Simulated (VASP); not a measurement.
# Which face does Nb expose?, part 2 of 6

Aim: compare the low-index faces of Nb at one level of theory.

VASP 6.6.1; PBEsol; plane waves and PAW (Nb_pv).

So far. Step 3 (The bulk reference, job self-consistent run, k-mesh …): The run ends at a pressure of -0.33 GPa.

## (4) Surface relaxation, 7 atoms, face Nb(110)

System of this step: Nb(110). The cell holds 7 atoms: 7 Nb. Cell: a = 3.284 Å, b = 2.844 Å, c = 28.933 Å, α = 90.0°, β = 90.0°, γ = 54.7°. It derives from Nb. 7 layers of bcc Nb, cut at this functional's lattice. Vacuum lies along c.

All atoms relax at the fixed cell.

INCAR reads:

```
SYSTEM = Nb
PREC = Normal
ENCUT = 320
EDIFF = 1E-05
NELM = 120
ISMEAR = 1
SIGMA = 0.15
LREAL = .FALSE.
ALGO = Fast
GGA = PS
NBANDS = 47
LASPH = .TRUE.
LORBIT = 11
LWAVE = .FALSE.
LCHARG = .FALSE.
KPAR = 4
IBRION = 2
NSW = 40
ISIF = 2
EDIFFG = -0.03
POTIM = 0.4
MAXMIX = 40
```

POSCAR reads:

```
Nb
1.0
    3.2839955470      0.0000000000      0.0000000000
    1.6419977735      2.3221355207      0.0000000000
    0.0000000000      0.0000000000     28.9328131240
Nb
7
Direct
    0.0000000000      0.0000000000      0.2592212500
    0.5000000000      0.0000000000      0.3394808300
    0.0000000000      0.0000000000      0.4197404200
    0.5000000000      0.0000000000      0.5000000000
    0.0000000000      0.0000000000      0.5802595800
    0.5000000000      0.0000000000      0.6605191700
    0.0000000000      0.0000000000      0.7407787500
```

KPOINTS reads:

```
Automatic mesh
0
Gamma
13 13 1
0 0 0
```

PAW data sets: Nb_pv (PBE family, release 64).

Command:

```console
$ mpirun -np 4 vasp_std
```

The program printed:

```text
[banner, memory and clock lines left out]
running    4 mpi-ranks, on    1 nodes
 distrk:  each k-point on    1 cores,    4 groups
 distr:  one band on    1 cores,    1 groups

 POSCAR found type information on POSCAR Nb
 POSCAR found :  1 types and       7 ions
 [... a notice as in an earlier step ...]

 LDA part: xc-table for (Slater+PW92), standard interpolation
 POSCAR, INCAR and KPOINTS ok, starting setup
 FFT: planning ... GRIDC
 FFT: planning ... GRID_SOFT
 FFT: planning ... GRID
 WAVECAR not read
 entering main loop
       N       E                     dE             d eps       ncg     rms          rms(c)
DAV:   1     0.770247635434E+03    0.77025E+03   -0.32789E+04  5790   0.116E+03
DAV:   2    -0.197869900934E+02   -0.79003E+03   -0.77040E+03  4929   0.646E+02
DAV:   3    -0.760096594780E+02   -0.56223E+02   -0.52497E+02  7446   0.138E+02
DAV:   4    -0.802289561423E+02   -0.42193E+01   -0.39567E+01  7036   0.372E+01
DAV:   5    -0.805135730416E+02   -0.28462E+00   -0.27071E+00  7693   0.774E+00    0.479E+01
RMM:   6    -0.126787056733E+03   -0.46273E+02   -0.12930E+02  6120   0.471E+01    0.265E+01
RMM:   7    -0.129063242751E+03   -0.22762E+01   -0.12083E+02  6095   0.666E+01    0.262E+01
RMM:   8    -0.827568354725E+02    0.46306E+02   -0.10151E+01  4934   0.300E+01    0.136E+01
RMM:   9    -0.753475569291E+02    0.74093E+01   -0.52685E+00  5430   0.137E+01    0.100E+01
RMM:  10    -0.759769159936E+02   -0.62936E+00   -0.25603E+00  5990   0.726E+00    0.871E+00
RMM:  11    -0.761269289958E+02   -0.15001E+00   -0.10088E+00  6673   0.299E+00    0.888E+00
RMM:  12    -0.765557446692E+02   -0.42882E+00   -0.71994E-01  6689   0.222E+00    0.921E+00
RMM:  13    -0.759807510464E+02    0.57499E+00   -0.30419E-01  6467   0.167E+00    0.862E+00
RMM:  14    -0.745395384669E+02    0.14412E+01   -0.83077E-01  6712   0.375E+00    0.607E+00
RMM:  15    -0.743570382956E+02    0.18250E+00   -0.34833E+00  7384   0.588E+00    0.573E+00
RMM:  16    -0.737324053301E+02    0.62463E+00   -0.63324E-01  6381   0.299E+00    0.401E+00
RMM:  17    -0.737760797037E+02   -0.43674E-01   -0.30370E-01  6789   0.138E+00    0.418E+00
RMM:  18    -0.738406416256E+02   -0.64562E-01   -0.14976E-01  6455   0.107E+00    0.455E+00
RMM:  19    -0.740757386994E+02   -0.23510E+00   -0.41344E-01  7024   0.202E+00    0.589E+00
RMM:  20    -0.743919772295E+02   -0.31624E+00   -0.32437E-01  6730   0.175E+00    0.715E+00
RMM:  21    -0.744079834092E+02   -0.16006E-01   -0.10958E-01  7225   0.843E-01    0.728E+00
RMM:  22    -0.743967115404E+02    0.11272E-01   -0.79861E-02  6496   0.497E-01    0.728E+00
RMM:  23    -0.744066660772E+02   -0.99545E-02   -0.33174E-02  6415   0.315E-01    0.731E+00
RMM:  24    -0.742948154724E+02    0.11185E+00   -0.52382E-02  7047   0.780E-01    0.709E+00
RMM:  25    -0.742094125894E+02    0.85403E-01   -0.30875E-02  6485   0.545E-01    0.685E+00
RMM:  26    -0.741297382625E+02    0.79674E-01   -0.53612E-02  7405   0.932E-01    0.669E+00
RMM:  27    -0.740524661254E+02    0.77272E-01   -0.67735E-02  7565   0.103E+00    0.634E+00
RMM:  28    -0.740399228793E+02    0.12543E-01   -0.22155E-02  6621   0.342E-01    0.627E+00
RMM:  29    -0.740561835853E+02   -0.16261E-01   -0.19744E-02  6340   0.292E-01    0.636E+00
RMM:  30    -0.740021591489E+02    0.54024E-01   -0.10930E-02  6878   0.436E-01    0.611E+00
[...]
RMM:  47    -0.735229489398E+02    0.12791E-02   -0.10099E-02  7316   0.385E-01    0.445E-01
RMM:  48    -0.735208807103E+02    0.20682E-02   -0.34752E-03  6771   0.237E-01    0.221E-01
RMM:  49    -0.735206974497E+02    0.18326E-03   -0.17213E-03  6532   0.132E-01    0.144E-01
RMM:  50    -0.735207754504E+02   -0.78001E-04   -0.10898E-03  5887   0.844E-02    0.111E-01
RMM:  51    -0.735206872661E+02    0.88184E-04   -0.64400E-04  5478   0.859E-02    0.785E-02
RMM:  52    -0.735206693101E+02    0.17956E-04   -0.48342E-04  4861   0.568E-02    0.561E-02
RMM:  53    -0.735206965310E+02   -0.27221E-04   -0.27776E-04  3963   0.392E-02    0.545E-02
RMM:  54    -0.735207098068E+02   -0.13276E-04   -0.21565E-04  3747   0.343E-02    0.543E-02
RMM:  55    -0.735207157565E+02   -0.59496E-05   -0.14521E-04  3462   0.255E-02    0.425E-02
RMM:  56    -0.735207211436E+02   -0.53871E-05   -0.11116E-04  3124   0.281E-02    0.428E-02
RMM:  57    -0.735207152463E+02    0.58973E-05   -0.10639E-04  3881   0.297E-02    0.221E-02
RMM:  58    -0.735207232298E+02   -0.79835E-05   -0.77733E-05  3283   0.228E-02
   1 F= -.73520723E+02 E0= -.73521419E+02  d E =-.735207E+02
 curvature:   0.00 expect dE= 0.000E+00 dE for cont linesearch  0.000E+00
 trial: gam= 0.00000 g(F)=  0.195E-01 g(S)=  0.000E+00 ort = 0.000E+00 (trialstep = 0.100E+01)
 search vector abs. value=  0.195E-01
 bond charge predicted
       N       E                     dE             d eps       ncg     rms          rms(c)
DAV:   1    -0.734956867071E+02    0.25029E-01   -0.29551E+00  6438   0.163E+01    0.600E-01
RMM:   2    -0.735717815640E+02   -0.76095E-01   -0.48455E-01  6286   0.444E+00    0.197E+00
RMM:   3    -0.735595981642E+02    0.12183E-01   -0.11211E-01  6645   0.238E+00    0.123E+00
RMM:   4    -0.735424863295E+02    0.17112E-01   -0.18462E-02  5540   0.111E+00    0.667E-01
RMM:   5    -0.735390744549E+02    0.34119E-02   -0.12845E-02  6076   0.512E-01    0.485E-01
RMM:   6    -0.735382727757E+02    0.80168E-03   -0.47504E-03  7125   0.276E-01    0.374E-01
RMM:   7    -0.735376916125E+02    0.58116E-03   -0.10066E-02  6486   0.513E-01    0.187E-01
RMM:   8    -0.735387598828E+02   -0.10683E-02   -0.62743E-03  6375   0.253E-01    0.269E-01
RMM:   9    -0.735368997720E+02    0.18601E-02   -0.20317E-03  5754   0.290E-01    0.925E-02
RMM:  10    -0.735368430893E+02    0.56683E-04   -0.14904E-03  5963   0.156E-01    0.601E-02
RMM:  11    -0.735367831344E+02    0.59955E-04   -0.35439E-04  5624   0.117E-01    0.364E-02
RMM:  12    -0.735367928186E+02   -0.96842E-05   -0.21962E-04  4954   0.534E-02    0.199E-02
RMM:  13    -0.735368098069E+02   -0.16988E-04   -0.51054E-05  3783   0.435E-02    0.194E-02
RMM:  14    -0.735368092332E+02    0.57373E-06   -0.55070E-05  3570   0.277E-02
   2 F= -.73536809E+02 E0= -.73537068E+02  d E =-.160860E-01
[... from here on, the cycles between the ionic steps are left out ...]
   3 F= -.73547145E+02 E0= -.73546271E+02  d E =-.264217E-01
   4 F= -.73547304E+02 E0= -.73546584E+02  d E =-.265812E-01
   5 F= -.73547305E+02 E0= -.73546548E+02  d E =-.265820E-01
   6 F= -.73548752E+02 E0= -.73548099E+02  d E =-.144676E-02
   7 F= -.73549356E+02 E0= -.73548766E+02  d E =-.205098E-02
   8 F= -.73549697E+02 E0= -.73549206E+02  d E =-.239160E-02
   9 F= -.73549748E+02 E0= -.73549231E+02  d E =-.244262E-02
  10 F= -.73549729E+02 E0= -.73549223E+02  d E =-.242359E-02
  11 F= -.73549724E+02 E0= -.73549213E+02  d E =-.241858E-02
  12 F= -.73549965E+02 E0= -.73549476E+02  d E =-.241033E-03
  13 F= -.73550881E+02 E0= -.73550467E+02  d E =-.115707E-02
 curvature:  -4.07 expect dE=-0.706E-03 dE for cont linesearch -0.244E-04
 trial: gam= 0.82224 g(F)=  0.174E-03 g(S)=  0.000E+00 ort = 0.322E-04 (trialstep = 0.147E+01)
 search vector abs. value=  0.344E-03
 bond charge predicted
       N       E                     dE             d eps       ncg     rms          rms(c)
DAV:   1    -0.735497189362E+02    0.11526E-02   -0.10538E-01  5866   0.318E+00    0.365E-01
RMM:   2    -0.735513173982E+02   -0.15985E-02   -0.12671E-02  6074   0.749E-01    0.394E-01
RMM:   3    -0.735513699672E+02   -0.52569E-04   -0.26369E-03  6301   0.406E-01    0.406E-01
RMM:   4    -0.735514371819E+02   -0.67215E-04   -0.52697E-04  5976   0.136E-01    0.408E-01
RMM:   5    -0.735514394080E+02   -0.22261E-05   -0.12362E-04  4101   0.636E-02    0.412E-01
RMM:   6    -0.735513885207E+02    0.50887E-04   -0.22523E-05  3014   0.337E-02    0.423E-01
RMM:   7    -0.735514163063E+02   -0.27786E-04   -0.97183E-06  2780   0.265E-02    0.429E-01
RMM:   8    -0.735514607188E+02   -0.44413E-04   -0.70336E-06  2712   0.215E-02    0.433E-01
RMM:   9    -0.735514604014E+02    0.31747E-06   -0.36169E-06  2676   0.194E-02
  14 F= -.73551460E+02 E0= -.73550951E+02  d E =-.579523E-03
 trial-energy change:   -0.000580  1 .order   -0.000254   -0.000293   -0.000214
 step:   5.4037(harm=  5.4037)  dis= 0.01028  next Energy=   -73.551421 (dE=-0.541E-03)
 reached required accuracy - stopping structural energy minimisation
```

It took 7.4 min on 4 MPI ranks of AMD EPYC 7R43, shared host; peak memory 0.99 GiB; 29 min of CPU time.

OUTCAR, selected parts (step 4):

```text
  LATTYP: Found a base centered orthorhombic cell.
 ALAT       =     3.2839955470
 B/A-ratio  =     1.4142135624
 C/A-ratio  =     8.8102473679

 Subroutine GETGRP returns: Found  8 space group operations
 (whereof  8 operations were pure point group operations)

The static configuration has the point symmetry D_2h.

 Found     49 irreducible k-points:

   k-points           NKPTS =     49   k-points in BZ     NKDIM =     49   number of bands    NBANDS=     47

   dimension x,y,z NGX =    14 NGY =   12 NGZ =  128
   dimension x,y,z NGXF=    28 NGYF=   24 NGZF=  256

   ENCUT  =  320.0 eV  23.52 Ry    4.85 a.u.   4.79  4.15 42.20*2*pi/ulx,y,z

   NELECT =      77.0000    total number of electrons

 E-fermi :   0.9043

 k-point     1 :       0.0000    0.0000    0.0000
  band No.  band energies     occupation
    ...
     32       0.0013      2.00000
     33       0.4584      2.00022
     34       0.4613      2.00024
     35       0.5124      2.00138
     36       0.8468      1.59879
     37       0.9942      0.16054
     38       1.0296      0.00276
     39       1.1290     -0.05549
     40       1.1859     -0.02329
     41       1.3632     -0.00013
    ...

 k-point     2 :       0.0769    0.0000    0.0000
  band No.  band energies     occupation
    ...
     33       0.3653      2.00000
     34       0.4074      2.00003
     35       0.4892      2.00065
     36       0.7940      1.94326
     37       0.8183      1.81545
     38       0.9642      0.38014
     39       1.0536     -0.04936
     40       1.2811     -0.00219
     41       1.2842     -0.00200
     42       1.4294     -0.00001
    ...

  Total       -3.1143352     -4.2410506     -0.6311323      0.0000000      0.0000000      0.0000000
  in kB      -22.6149249    -30.7966338     -4.5830038      0.0000000      0.0000000      0.0000000
  external PRESSURE =     -19.3315208 kB  Pullay stress =       0.0000000 kB

  energy-cutoff  :      320.00
  volume of cell :      220.64
      direct lattice vectors                 reciprocal lattice vectors
     3.283995547  0.000000000  0.000000000     0.304507112 -0.215319044  0.000000000
     1.641997773  2.322135521  0.000000000     0.000000000  0.430638088  0.000000000
     0.000000000  0.000000000 28.932813124     0.000000000  0.000000000  0.034562833

 POSITION                                       TOTAL-FORCE (eV/Angst)
 -----------------------------------------------------------------------------------
      1.64200      2.32214      7.55786        -0.000000      0.000000      0.015280
      1.64200      0.00000      9.80376         0.000000      0.000000     -0.001654
      0.00000      0.00000     12.13907         0.000000      0.000000      0.025305
      1.64200      0.00000     14.46641         0.000000      0.000000     -0.000000
      0.00000      0.00000     16.79375         0.000000      0.000000     -0.025305
      3.28400      2.32214     19.12905        -0.000000      0.000000      0.001654
      3.28400      0.00000     21.37495        -0.000000     -0.000000     -0.015280
 -----------------------------------------------------------------------------------
    total drift:                               -0.000000      0.000000      0.000000

  FREE ENERGIE OF THE ION-ELECTRON SYSTEM (eV)
  ---------------------------------------------------
  free  energy   TOTEN  =       -73.5514604014 eV

  energy  without entropy=      -73.5499317588  energy(sigma->0) =      -73.55095085

 total charge
# of ion       s       p       d       tot
------------------------------------------
    1        0.420   6.196   3.116   9.731
    2        0.436   6.326   3.133   9.895
    3        0.429   6.308   3.123   9.860
    4        0.431   6.299   3.142   9.871
    5        0.429   6.308   3.123   9.860
    6        0.436   6.326   3.133   9.895
    7        0.420   6.196   3.116   9.731
--------------------------------------------------
tot          3.001  43.958  21.885  68.844

[... 1 part as in an earlier step ...]

[... 7 further parts left out ...]
```

CONTCAR:

```
Nb
   1.00000000000000
     3.2839955470000000    0.0000000000000000    0.0000000000000000
     1.6419977735000000    2.3221355206999998    0.0000000000000000
     0.0000000000000000    0.0000000000000000   28.9328131239999990
  Nb
     7
Direct
     0.0000000000000000    1.0000000000000000    0.2612210544933092
     0.5000000000000000    0.0000000000000000    0.3388457841373194
     0.0000000000000000    0.0000000000000000    0.4195605692012156
     0.5000000000000000    0.0000000000000000    0.5000000000000000
     0.0000000000000000    0.0000000000000000    0.5804394307987845
     0.5000000000000000    1.0000000000000000    0.6611542158626805
     1.0000000000000000    0.0000000000000000    0.7387789455066908
```

The run keeps the 8 symmetry operations of its start, so it cannot find a distortion of lower symmetry.

Step by step:

```csv
step,energy less that of the first step (eV),largest force (eV/Å)
1,0.0000,0.3635
2,-0.0161,0.2620
3,-0.0264,0.0981
4,-0.0266,0.0905
5,-0.0266,0.0920
6,-0.0280,0.0563
7,-0.0286,0.0483
8,-0.0290,0.0459
9,-0.0290,0.0384
10,-0.0290,0.0352
11,-0.0290,0.0373
12,-0.0292,0.0310
13,-0.0302,0.0337
14,-0.0307,0.0253
```

The atoms that moved most (Å):

```csv
atom,dx,dy,dz,length
Nb1,0.000,0.000,0.058,0.058
Nb7,0.000,0.000,-0.058,0.058
Nb2,0.000,0.000,-0.018,0.018
Nb6,0.000,0.000,0.018,0.018
Nb5,0.000,0.000,0.005,0.005
Nb3,0.000,0.000,-0.005,0.005
```

Final coordinates:

```xyz
7
Lattice="3.2840 0.0000 0.0000 1.6420 2.3221 0.0000 0.0000 0.0000 28.9328" Properties=species:S:1:pos:R:3
Nb    0.0000    0.0000    7.5579
Nb    1.6420    0.0000    9.8038
Nb    0.0000    0.0000   12.1391
Nb    1.6420    0.0000   14.4664
Nb    0.0000    0.0000   16.7937
Nb    1.6420    0.0000   19.1291
Nb    0.0000    0.0000   21.3750
```

This step gave:

```yaml
electronic_cycles: 157
electrons: 77
free_energy_toten: -73.5515 eV
energy_at_zero_smearing: -73.5510 eV
fermi_energy: 0.9043 eV
```

The run ended after 14 ionic steps, 0.031 eV below its first step, once the forces on the free atoms met EDIFFG = -0.03.

[end of part 2 of 6]

[Lines on the potential files, build, host, timing and source positions are cut from VASP's logs without a mark.]

[Logs are printed without paths, hosts, clocks, repeated set-up lines and the standing remarks that a program may print on its own settings, such as how far it seeks lower states.]

[Hosts, paths, dates, database ids (printed as entryN), source tags and the programs' standing remarks are cut or masked in the printed files.]

[Runs that stopped without an error message from VASP are left out.]
